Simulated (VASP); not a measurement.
# Sn2Bi2O in VASP: further runs, part 2 of 2

VASP 6.6.1. Earlier steps stand in the parts before.

## Step 3: Relaxation of cell and atoms, PBE

This run uses another cell than the first one, of 24.50 Å³/atom, 1.009 times its volume.

File INCAR:

```
ALGO     = Fast           # electronic algorithm
EDIFF    = 1E-4           # SCF threshold, eV
EDIFFG   = -0.08          # ionic threshold
ENCUT    = 520            # plane-wave cutoff, eV
GGA      = PE             # functional
IBRION   = 2              # ionic algorithm
ISIF     = 3              # what is computed and relaxed
ISMEAR   = 0              # smearing method
LASPH    = T              # aspherical terms in the spheres
LCHARG   = F              # write CHGCAR
LREAL    = F              # projectors in reciprocal space
LWAVE    = F              # write WAVECAR
NELM     = 60             # most SCF steps
NSW      = 24             # ionic steps
PREC     = Normal         # precision mode
SIGMA    = 0.15           # smearing width, eV
```

File KPOINTS:

```
k-points
0
Gamma
  4 4 4
```

File POSCAR:

```
Sn2Bi2O
1.0
   -2.3285200600      2.3285200600      5.6492790200
    2.3285200600     -2.3285200600      5.6492790200
    2.3285200600      2.3285200600     -5.6492790200
Sn Bi O
2 2 1
Direct
    0.2500000000      0.7500000000      0.5000000000
    0.7500000000      0.2500000000      0.5000000000
    0.6251377500      0.6251377500      0.0000000000
    0.3748622500      0.3748622500      0.0000000000
    0.0000000000      0.0000000000      0.0000000000
```

Potentials or basis: VASP PAW PBE potentials, release 64 (Sn_d, Bi_d, O).

Launch:

```sh
$ cat potpaw_PBE.64/Sn_d/POTCAR potpaw_PBE.64/Bi_d/POTCAR potpaw_PBE.64/O/POTCAR > POTCAR
$ mpirun -np 1 vasp_std > vasp.out
```

OUTCAR:

```text
EDIFF = 1E-4
   EDIFFG = -0.08
   ENCUT = 520
   GGA = PE
   IBRION = 2
   ISIF = 3
   ISMEAR = 0
   LASPH = T
   LREAL = F
   NELM = 60
   NSW = 24
   PREC = Normal

 ion  position               nearest neighbor table
   1  0.250  0.750  0.500-   4 2.72   3 2.72   4 2.72   3 2.72   2 3.29   2 3.29   2 3.29   2 3.29

   2  0.750  0.250  0.500-   4 2.72   3 2.72   4 2.72   3 2.72   1 3.29   1 3.29   1 3.29   1 3.29

   3  0.625  0.625  0.000-   1 2.72   2 2.72   1 2.72   2 2.72   4 2.83
   4  0.375  0.375  0.000-   1 2.72   2 2.72   1 2.72   2 2.72   3 2.83
   5  0.000  0.000  0.000-

  LATTYP: Found a body centered tetragonal cell.
 ALAT       =     4.6570401200
 C/A-ratio  =     2.4261242654

  Lattice vectors:

[... 183 lines left out ...]
  Total       18.3789421     18.3789421     17.7053197      0.0000000      0.0000000      0.0000000
  in kB      240.3356010    240.3356010    231.5268548      0.0000000      0.0000000      0.0000000
  external PRESSURE =     237.3993523 kB  Pullay stress =       0.0000000 kB
[... 1181 lines left out ...]
     37      10.9479      0.00000
     38      11.8525      0.00000

[... ionic steps 4 to 19 ...]

--------------------------------------- Ionic step       20  -------------------------------------------

 number of electron      64.0000010 magnetization

------------------------ aborting loop because EDIFF is reached ----------------------------------------
[... 73 lines left out ...]
--------------------------------------- Ionic step       22  -------------------------------------------

 number of electron      64.0000045 magnetization

 Free energy of the ion-electron system (eV)
  ---------------------------------------------------
  ext. energy  EPLUGINS =         0.00000000
  ---------------------------------------------------
  free energy    TOTEN  =       -18.32703634 eV

  energy without entropy =      -18.28950439  energy(sigma->0) =      -18.30827036

 E-fermi :   6.3399     XC(G=0):  -9.7939

 val. band max:        6.3085263233   @ k =  -0.2500   0.5000   0.2500
 cond. band min:       6.4051601956   @ k =   0.2500  -0.0000   0.0000
 fundamental gap:      0.0966338723
 Fermi energy:         6.3398832652
[... 563 lines left out ...]
  FREE ENERGIE OF THE ION-ELECTRON SYSTEM (eV)
  ---------------------------------------------------
  free  energy   TOTEN  =       -18.3270363395 eV

  energy  without entropy=      -18.2895043892  energy(sigma->0) =      -18.30827036

 reached required accuracy - stopping structural energy minimisation
```

OSZICAR:

```text
N       E                     dE             d eps       ncg     rms          rms(c)
DAV:   1     0.756789654232E+03    0.75679E+03   -0.32518E+04   994   0.243E+03
[... 273 lines left out ...]
DAV:   1    -0.185250917227E+02   -0.21538E+00   -0.11281E+01  1372   0.297E+01    0.275E+00
RMM:   2    -0.184619737983E+02    0.63118E-01   -0.57140E-01  1081   0.658E+00    0.295E+00
RMM:   3    -0.183609061250E+02    0.10107E+00   -0.14598E-01  1079   0.238E+00    0.129E+00
RMM:   4    -0.183274624110E+02    0.33444E-01   -0.73561E-02  1123   0.263E+00    0.332E-01
RMM:   5    -0.183270038568E+02    0.45855E-03   -0.16888E-02  1310   0.834E-01    0.947E-02
RMM:   6    -0.183269673215E+02    0.36535E-04   -0.29112E-03  1223   0.450E-01    0.426E-02
RMM:   7    -0.183270236121E+02   -0.56291E-04   -0.12477E-03  1091   0.234E-01    0.220E-02
RMM:   8    -0.183270363395E+02   -0.12727E-04   -0.24240E-04   640   0.127E-01
  22 F= -.18327036E+02 E0= -.18308270E+02  d E =-.247129E-01
```

CONTCAR:

```text
Sn2Bi2O
   1.00000000000000
    -2.0947340949442941    2.0947340949442941    7.7331059630647534
     2.0947340949442941   -2.0947340949442941    7.7331059630647534
     2.0947340949442941    2.0947340949442941   -7.7331059630647534
  Sn              Bi              O
     2     2     1
Direct
     0.2500000000000000    0.7500000000000000    0.5000000000000000
     0.7500000000000000    0.2500000000000000    0.5000000000000000
     0.5949175131572374    0.5949175131572374    0.0000000000000000
     0.4050824868427626    0.4050824868427626    0.0000000000000000
     0.0000000000000000    0.0000000000000000    0.0000000000000000

  0.00000000E+00  0.00000000E+00  0.00000000E+00
  0.00000000E+00  0.00000000E+00  0.00000000E+00
  0.00000000E+00  0.00000000E+00  0.00000000E+00
  0.00000000E+00  0.00000000E+00  0.00000000E+00
  0.00000000E+00  0.00000000E+00  0.00000000E+00
```

Run time: 14 min. Hardware: 1 thread of Intel Xeon Platinum 8488C (Sapphire Rapids), shared host; peak memory 0.25 GiB.

What came out:

```yaml
Free_energy: -18.3270 eV
Relaxed_volume: 27.15 Å³/atom
Relaxed_cell: a = 8.281 Å, b = 8.281 Å, c = 8.281 Å, α = 150.70°, β = 150.70°, γ = 41.92°
Space_group_after_relaxing_to_0.05_Å: I4/mmm (No. 139)
Energy_gained_by_relaxing: 668.1 meV/atom
Ionic_steps: 22
Pressure_after_relaxing: 0.1 GPa
Largest_force_after_relaxing: 0.015 eV/Å
Band_gap_on_the_k_mesh: none (metal or under the smearing width)
```

Forces in eV/Å, atoms in the order of the input:
```
Sn   0.000  0.000  0.000
Sn   0.000  0.000  0.000
Bi   0.000  0.000 -0.015
Bi   0.000  0.000  0.015
O    0.000  0.000  0.000
```

Step by step:
```
step  energy change (eV)  largest force (eV/Å)  pressure (GPa)  volume (Å³)
   1              0.0000                2.8695           23.74       122.52
   2             -1.7867                1.4037           -5.00       198.84
   3             -2.5303                0.7453            0.56       163.48
   4             -2.5298                0.8314            0.37       164.38
   5             -2.6071                0.0291           -0.35       167.56
   6             -2.6113                0.1571           -0.48       168.31
   7             -2.6082                0.3633           -0.79       169.80
   8             -2.6118                0.1662           -0.86       168.78
   9             -2.6334                0.4022            0.10       165.12
  10             -2.6384                0.5780            0.65       162.64
  11             -2.6560                0.5900            0.64       161.95
  12             -2.7211                0.6530            0.67       159.81
  13             -2.8715                0.7568            0.72       155.21
  14             -3.1437                0.9502            0.45       144.89
  15             -2.5986                1.9853            6.22       120.81
  16             -3.2414                0.8988            0.25       140.46
  17             -3.2366                0.8636            0.47       137.71
  18             -3.2451                0.8885            0.49       139.25
  19             -3.3078                0.4389           -0.85       138.75
  20             -3.3160                0.2792           -1.21       138.55
  21             -3.3234                0.3797            0.93       133.54
  22             -3.3407                0.0150            0.11       135.73
```

Final structure:
```
CELL_PARAMETERS angstrom
-2.09473 2.09473 7.73311
2.09473 -2.09473 7.73311
2.09473 2.09473 -7.73311
ATOMIC_POSITIONS crystal
Sn 0.25000 0.75000 0.50000
Sn 0.75000 0.25000 0.50000
Bi 0.59492 0.59492 0.00000
Bi 0.40508 0.40508 0.00000
O 0.00000 0.00000 0.00000
```

Levels at points of the mesh, in eV from the Fermi level:
```
           k point  band 30  band 31  band 32  band 33  band 34  band 35
(0.00, 0.00, 0.00)    -1.59    -0.91    -0.82     0.87     0.87     2.22
(0.50, 0.00, 0.00)    -0.77    -0.52    -0.07     0.63     1.18     1.56
(0.50, 0.50, 0.00)    -2.64    -1.02    -0.80    -0.60     0.42     1.03
(0.50, 0.50, 0.50)    -1.21    -0.94     0.96     0.96     1.35     2.09
```

Caveat: the k mesh is coarse (spacing up to 0.48 Å⁻¹), so the values aren't converged; spin-orbit coupling is left out, which moves the levels of the heavy elements; the relaxation stopped at a loose force limit of 0.08 eV/Å, so its end isn't a converged minimum.
